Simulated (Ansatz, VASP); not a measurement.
# GaP in two plane-wave programs

One calculation is typed for both programs; each brings its own data sets. How far apart do they land? The cell is taken from a series of runs on this material, whose earlier steps may have relaxed, scaled, displaced or heated it; both programs get it as it stands.

Program: Ansatz 0.2.0. Level of theory: plane waves, with VASP 6.6.1 beside it; zone-centre phonons at LDA. Results are calculated unless marked as measured.

### Step 1. The structure

Symmetry: F-43m, No. 216, cubic system. Conventional cell: a = 5.478 Å, b = 5.478 Å, c = 5.478 Å, α = 90.00°, β = 90.00°, γ = 90.00°. Ga has 4 P at 2.37 Å nearest. Nearest to P lie 4 Ga at 2.37 Å. Farther neighbours are not listed.

As a file:

```cif
data_structure
_symmetry_space_group_name_H-M 'P 1'
_symmetry_Int_Tables_number 1
_cell_length_a 3.8733
_cell_length_b 3.8733
_cell_length_c 3.8733
_cell_angle_alpha 60.000
_cell_angle_beta 60.000
_cell_angle_gamma 60.000
_cell_volume 41.09
loop_
_atom_site_label
_atom_site_type_symbol
_atom_site_fract_x
_atom_site_fract_y
_atom_site_fract_z
_atom_site_occupancy
Ga1 Ga 0.00000 0.00000 0.00000 1
P2 P 0.75000 0.75000 0.75000 1
```

### Step 2. Ansatz: zone-centre phonons, LDA

Ansatz runs on its default PAW (the set named soft_2) files.

Second derivatives magnify differences that forces hide, and they need a tight electronic threshold.

The input, input.yaml:

```yaml
crystal:
  lattice:
    - [0.0, 2.7388086809, 2.7388086809]
    - [2.7388086809, 0.0, 2.7388086809]
    - [2.7388086809, 2.7388086809, 0.0]
  atoms:
    - { symbol: Ga, position: [0.0, 0.0, 0.0] }
    - { symbol: P, position: [0.75, 0.75, 0.75] }
kpoints:
  mp_grid: { grid: [9, 9, 9] }
hamiltonian:
  xc: lda
scf:
  occupations: { method: fixed }
output:
  eigenvalues: true
phonons:
  method: dfpt
  qmesh: [3, 3, 3]
  temperatures: { t_max: 1000, t_step: 50 }
  qpath:
    path:
      - [[0.0, 0.0, 0.0], [-0.5, -0.5, 0.0], [-0.375, -0.375, 0.25]]
      - [[-0.375, 0.0, 0.375], [0.0, 0.0, 0.0], [0.0, 0.0, 0.5], [-0.5, -0.25, 0.25], [-0.5, -0.5, 0.0]]
    npoints: 10
```

Run with:

```
ansatz run input.yaml --threads 4 --pin off --max-ram 16384MiB --backend cpu --events-out ev --progress --plain --runs-dir out
```

Numbers of over 12 decimals in the logs are rounded to 6 here.

The program printed:

```text
Warning: phonons: the dynamical matrix that this run interpolates holds no multipole term above the dipole-dipole one, and a site of this crystal is no centre of inversion, so its interpolated transverse optical and acoustic branches and sound speeds can stay off near Gamma, and the density of states and the thermodynamics with them. What a run solves at a wave vector of phonons.qpoints, Gamma apart, where the deck admits one, is free of this, and under fd what a larger phonons.supercell samples
Engine: ansatz 0.2.0, aarch64-unknown-linux-gnu
Pseudopotentials: kind: paw
Pseudopotential: Ga, paw, valence charge 13, recommended cutoff 420 eV (normal), Ga.paw.azcp
Pseudopotential: P, paw, valence charge 5, recommended cutoff 420 eV (normal), P.paw.azcp
Functional definition: SPW92
  exchange = slater_x
  correlation = pw_c
Crystal: 2 atoms, lattice volume = 41.088 Å³
Basis set: ecut = 420 eV, 821 PW (Γ), exchange–correlation on 54×54×54 points (8 copies of the dense FFT grid, shifted against one another)
Bands: 13, of which v1, the nominal top of the filled ones, is band 9 counted from 1 (8 counted from 0)
Symmetry: 24 space group operations
k-points: 35 of 729 (time reversal used)
Non-local potential: Ga, projectors of the file, l = 0: 2, l = 1: 2, l = 2: 3, l = 3: 1
Non-local potential: P, projectors of the file, l = 0: 2, l = 1: 2, l = 2: 2
PAW form: soft (Blöchl's): semilocal exchange-correlation on the pseudo side does not see the compensation charge
PAW frozen core: Ga, regenerated for the run's functional, and the local potential with it (the file was generated under x = pbe(κ = 0.804, μ = 0.219515), c = pbe(β = 0.066725))
PAW frozen core: P, regenerated for the run's functional, and the local potential with it (the file was generated under x = pbe(κ = 0.804, μ = 0.219515), c = pbe(β = 0.066725))
PAW one-centre angular grid: Ga, 590 points (default); XC on 64 Gauss nodes
PAW one-centre angular grid: P, 110 points (default); XC on 64 Gauss nodes
Initial density: superposition of atomic densities (neutral atoms: chi_scale 0, normalization atom), corrected by the library's trained network
Initial wavefunctions: pseudopotential atomic-orbital guess
Functional: x = slater, c = lda
SCF iter   1: F=—  HF=-4433.749576 eV  |F-HF|=—  |Δ(HF+E_count)|=         —  Δρ=6.41e-3  dr2=1.78e-2  ethr=1.77e-3  ⟨swp⟩=5.0  Hψ=2403  notcnv=0  defer=63
preconditioner: auto → none  [insulator: Δε(μ)=1.410 eV  Ē_g=15.433 eV  n_scr=14 (ndim 8)  ℏωp=24.6 eV  f_vac=0.014  ε∞_Penn≈3.5]
SCF iter   2: F=—  HF=-4433.743666 eV  |F-HF|=—  |Δ(HF+E_count)|=   5.91e-3  Δρ=3.03e-3  dr2=1.74e-3  ethr=9.87e-5  ⟨swp⟩=2.7  Hψ=911  notcnv=0  defer=68
SCF iter   3: F=—  HF=-4433.743222 eV  |F-HF|=—  |Δ(HF+E_count)|=   4.44e-4  Δρ=9.87e-4  dr2=3.17e-4  ethr=9.67e-6  ⟨swp⟩=2.8  Hψ=895  notcnv=0  defer=67
SCF iter   4: F=—  HF=-4433.743113 eV  |F-HF|=—  |Δ(HF+E_count)|=   1.10e-4  Δρ=3.71e-4  dr2=2.62e-5  ethr=1.76e-6  ⟨swp⟩=2.0  Hψ=848  notcnv=0  defer=63
SCF iter   5: F=—  HF=-4433.743110 eV  |F-HF|=—  |Δ(HF+E_count)|=   2.40e-6  Δρ=2.07e-5  dr2=1.14e-7  ethr=1.45e-7  ⟨swp⟩=2.9  Hψ=784  notcnv=0  defer=55
SCF iter   6: F=—  HF=-4433.743112 eV  |F-HF|=—  |Δ(HF+E_count)|=   1.51e-6  Δρ=4.16e-6  dr2=9.65e-9  ethr=6.31e-10  ⟨swp⟩=3.7  Hψ=899  notcnv=0  defer=54
SCF iter   7: F=—  HF=-4433.743112 eV  |F-HF|=—  |Δ(HF+E_count)|=   2.72e-9  Δρ=7.15e-7  dr2=9.88e-11  ethr=5.36e-11  ⟨swp⟩=2.0  Hψ=584  notcnv=0  defer=55
SCF iter   8: F=-4433.743112 eV  HF=-4433.743112 eV  |F-HF|=0.00e0  |Δ(HF+E_count)|=  4.09e-11  Δρ=1.10e-7  dr2=2.27e-12  ethr=1.00e-12  ⟨swp⟩=10.5  Hψ=3150  notcnv=0
SCF 1 converged in 8 iterations: F = -4433.743112 eV  dr2 = 2.27e-12
  greatest PAW one-centre occupation: 0.994 electrons in one spin orbital (limit 2), on the Ga atom at site 0 (counted from 0), in its partial waves of l = 2
k-points: 125 of 729 (irreducible under 4 space group operations, time reversal used)
Initial density: read from a saved state, or passed on in memory by an earlier SCF of this step, an earlier step, the calling program or the single point that the run made first
iter 1 solved again at ethr=1.10e-6 eV; its pass at ethr=3.10e-3 eV (dr2=1.98e-4 eV) is discarded
SCF iter   1: F=—  HF=-4433.743111 eV  |F-HF|=—  |Δ(HF+E_count)|=         —  Δρ=9.66e-7  dr2=2.92e-10  ethr=1.10e-6  ⟨swp⟩=2.9  Hψ=12758  notcnv=0  defer=249
eigensolver tolerance schedule: the retry pair's looser diagonalisation over-reported the residual by 677447.53 of it (diagonalisation noise at an unbounded share of the residual, at the tolerance the schedule requests for it); recorded, not acted on — ethr = c·dr2/N_el stays at c = 1.0e-1
preconditioner: auto → none  [insulator: Δε(μ)=1.470 eV  Ē_g=15.414 eV  n_scr=14 (ndim 8)  ℏωp=24.6 eV  f_vac=0.007  ε∞_Penn≈3.5]
SCF iter   2: F=—  HF=-4433.743112 eV  |F-HF|=—  |Δ(HF+E_count)|=   3.07e-7  Δρ=8.99e-7  dr2=3.70e-10  ethr=1.62e-12  ⟨swp⟩=4.3  Hψ=4362  notcnv=0  defer=219
SCF iter   3: F=-4433.743112 eV  HF=-4433.743112 eV  |F-HF|=7.19e-11  |Δ(HF+E_count)|=  1.65e-10  Δρ=4.02e-7  dr2=6.45e-11  ethr=1.00e-12  ⟨swp⟩=5.8  Hψ=8969  notcnv=0
SCF 2 converged in 3 iterations: F = -4433.743112 eV  dr2 = 6.45e-11
NSCF: frozen V_eff on 6 k-points
[...]
NSCF: frozen V_eff on 810 k-points
DFPT response loops at q = (0, 0, 0.333333) (fractional): preconditioner auto → Resta (q_TF=auto, 2.378 Å⁻¹)  ε∞=6.4 (no band partly filled); β = 1.00, the filter's whole step (`scf.mixing.beta` (0.50) is not read by the response loops at its default; to damp them type it under 1.00, their step now; it binds the ground state too); Broyden in place of MSR1
NSCF: frozen V_eff on 450 k-points
DFPT response loops at q = (0, 0.333333, 0.333333) (fractional): preconditioner auto → none (the input reference at scf.mixing.eps_inf says where Resta's filter doesn't serve); β = 0.50; Broyden in place of MSR1
NSCF: frozen V_eff on 810 k-points
DFPT response loops at q = (0, 0.333333, -0.333333) (fractional): preconditioner auto → Resta (q_TF=auto, 2.378 Å⁻¹)  ε∞=6.4 (no band partly filled); β = 1.00, the filter's whole step (`scf.mixing.beta` (0.50) is not read by the response loops at its default; to damp them type it under 1.00, their step now; it binds the ground state too); Broyden in place of MSR1
SCF converged after 8 iterations
Free energy (F): -4433.743112 eV
Harris-Foulkes:  -4433.743112 eV  (|F-HF|=0.00e0)
Internal energy: -4433.743112 eV  (E = F + TS)
E sigma→0 (E₀):  -4433.743112 eV
Fermi energy:    6.653551 eV
--- Per-component energies (eV) ---
  E_band       = -67.169924
  E_kinetic    = 186.164775
  E_local      = -2215.873961  (includes V_loc(G=0)·N_el)
  E_nonlocal   = 461.972406
  E_hartree    = 1021.179884
  E_xc         = -129.847163
  E_vxc        = -119.313204  (∫ρ·V_xc dr)
  E_paw        = -2453.038185  (= ΣΔE_a)
  E_vpaw       = -422.479643  (= ΣTr[D̂ρ^β])
  E_aug_tail   = -0.000104  (compensation charges beyond the density's cutoff)
  E_ewald      = -1306.146595
  E_core_change = 1.845831  (= ΣΔE_core)
  E_smearing   = -0.000000  (= −TS)
  E_closure    = 0.000000  (closes the sum)
  Σ components = -4433.743112   (vs F -4433.743112, Δ=0.00e0)
--- Band table (eV; the first three rows and the last of 35) ---
  k-point 0: bands = [... 5 lower, -5.7546, 6.6536, 6.6536, 6.6536, 8.1404, 10.4437, 10.4437, 10.4437]
  k-point 1: bands = [... 5 lower, -5.5975, 5.2245, 6.4679, 6.4679, 8.8217, 10.7260, 10.7260, 10.8209]
  k-point 2: bands = [... 5 lower, -5.1453, 3.2279, 6.0900, 6.0900, 8.6819, 11.2140, 11.2140, 12.3173]
  k-point 34: bands = [... 5 lower, -2.8468, 0.1610, 2.9675, 3.6018, 10.8832, 11.2387, 12.1178, 13.7988]
--- Phonons (Γ-DFPT): 2 representative perturbations + reference (Σ response iterations 6) ---
  ASR residual: 7.590e-5 → 0.000e0 eV/Å²; symmetrization residual: 2.397e-6 eV/Å²
  ASR residual per site (eV/Å²): 1.70e-5 7.59e-5
  Γ frequencies (cm⁻¹): 0.00 0.00 0.00 344.07 344.07 344.07
  Unit cell's response to a homogeneous field: 3 representative field directions (Σ response iterations 15)
  ε∞ (high-frequency dielectric tensor):
       11.064927    -0.000000    -0.000000
       -0.000000    11.064927     0.000000
       -0.000000     0.000000    11.064927
  ε⁰ (static dielectric tensor): not given — the deck does not say what the cell's rigid motions are, and on a molecule in a box or a wire the rigid rotations would enter the sum over the modes at Γ. For a crystal or a slab, whose only rigid motions are the translations, set phonons.rigid_motions: translations.
  Born effective charges Z* (e; rows j = field, columns β = displacement):
    site 0:
         2.12591   -0.00000    0.00000
         0.00000    2.12591    0.00000
        -0.00000    0.00000    2.12591
    site 1:
        -2.12591    0.00000   -0.00000
        -0.00000   -2.12591   -0.00000
         0.00000   -0.00000   -2.12591
  Z* charge neutrality: 2.300e-4 e pre-enforcement
  solved inside a basis spanned on the 9×9×9 k-mesh, on 12×12×12 k-points transformed towards the longest dipole: ε∞ is read to err by 3.0e-2, Z* by 1.4e-2 e; Z* is corrected for what the basis lacks
  optical modes at Γ without the LO–TO term, one row a degenerate level:
      ω (cm⁻¹)  modes    IR ((D/Å)²/amu)
        344.07      3            14.5854
  optical modes at Γ + LO–TO along q̂ = [1.0000, 0.0000, 0.0000]:
      ω (cm⁻¹)  modes    IR ((D/Å)²/amu)
        344.07      2             9.7236
        375.75      1             4.8618
  optical modes at Γ + LO–TO along q̂ = [0.0000, 1.0000, 0.0000]:
      ω (cm⁻¹)  modes    IR ((D/Å)²/amu)
        344.07      2             9.7236
        375.75      1             4.8618
  optical modes at Γ + LO–TO along q̂ = [0.0000, 0.0000, 1.0000]:
      ω (cm⁻¹)  modes    IR ((D/Å)²/amu)
        344.07      2             9.7236
        375.75      1             4.8618
--- Phonons (arbitrary-q DFPT): 4 irreducible q on the 3×3×3 mesh ---
  q = [0.0000, 0.0000, 0.0000] (star 1, of the zone-centre solve; hermiticity 5.14e-7, symmetrization 1.50e-12): -0.00 0.00 0.00 344.07 344.07 344.07
  q = [0.0000, 0.0000, 0.3333] (star 8, 2 solved perturbations on 405 of 729 k-point pairs; hermiticity 2.33e-7, symmetrization 8.35e-13): 76.81 76.81 190.16 339.65 339.65 357.72
  q = [0.0000, 0.3333, 0.3333] (star 6, 4 solved perturbations in 720 linear systems a pass and spin channel, the states on 225 of 729 k-point pairs; hermiticity 2.94e-7, symmetrization 1.97e-13): 99.95 99.95 198.62 336.61 336.61 359.41
  q = [0.0000, 0.3333, -0.3333] (star 12, 4 solved perturbations in 1260 linear systems a pass and spin channel, the states on 405 of 729 k-point pairs; hermiticity 2.19e-7, symmetrization 5.97e-13): 104.49 140.49 205.43 315.99 335.15 368.30
  sum rule: each row above includes the acoustic sum rule's correction from the zone centre's row sums; it moved no ω² by more than (0.82 cm⁻¹)²
  mesh force constants: q→R imaginary residual 0.00e0; ASR residual 7.590e-5 → 0.000e0 eV/Å²; symmetrization residual 7.105e-15 eV/Å²
  interpolated dispersion: 63 rows × 6 modes
  density of states and harmonic sums: on the 21×21×21 q-mesh, interpolated from the force constants of a 3×3×3 supercell (with the dipole–dipole term)
  largest difference from the sums on the solved wave vectors: F 2.26e-2 eV, S 3.22e-5 and C_V 9.53e-6 eV/K
  zero-point energy: 0.088397 eV/cell   skipped modes (ω ≤ 0): 3   left out of the sums: 5.40e-5 of the cell's modes: C_V's classical limit lies that fraction below 3 k_B per atom; for a crystal, a wire or a layer, F and S can be off by more, and a phonons.interpolated_qmesh denser along its periods is the remedy for the sampling
```

[end of part 1 of 2]

[Lines on the potential files, build, host, timing and source positions are cut from VASP's logs without a mark.]

[Logs are printed without paths, hosts, clocks, repeated set-up lines and the standing remarks that a program may print on its own settings, such as how far it seeks lower states.]

[Hosts, paths, dates, database ids (printed as entryN), source tags and the programs' standing remarks are cut or masked in the printed files.]
